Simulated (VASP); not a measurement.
```yaml
crystal:
  lattice:
    - [4.60233, 0.00000, 0.00000]
    - [0.00000, 4.60233, 0.00000]
    - [0.00000, 0.00000, 2.96016]
  atoms:
    - { symbol: Ti, position: [0.00000, 0.00000, 0.00000] }
    - { symbol: Ti, position: [0.50000, 0.50000, 0.50000] }
    - { symbol: O, position: [0.30451, 0.30451, 0.00000] }
    - { symbol: O, position: [0.80451, 0.19549, 0.50000] }
    - { symbol: O, position: [0.19549, 0.80451, 0.50000] }
    - { symbol: O, position: [0.69549, 0.69549, 0.00000] }
```

The numbers are results of r2SCAN meta-GGA, VASP's PBE PAW potentials (set 64) (plane waves; VASP), not measurements. Numerical set-up: 520 eV cut-off, 6×6×10 Γ-centred mesh, Gaussian smearing of 0.010 eV, potentials Ti_sv O.

Question: What does the run give for the energy per atom (σ→0), band gap (on the k-mesh) with the smallest direct gap where there is one?

Answer: 
* **band gap (on the k-mesh)**: 2.21 eV
* **smallest direct gap (on the k-mesh)**: 2.21 eV
* **energy per atom (σ→0)**: -1122.4 kJ/mol-atom

The absolute energy has meaning only against runs of the same code, potentials and settings.

The compound is TiO2 in the rutile structure. It was relaxed first.
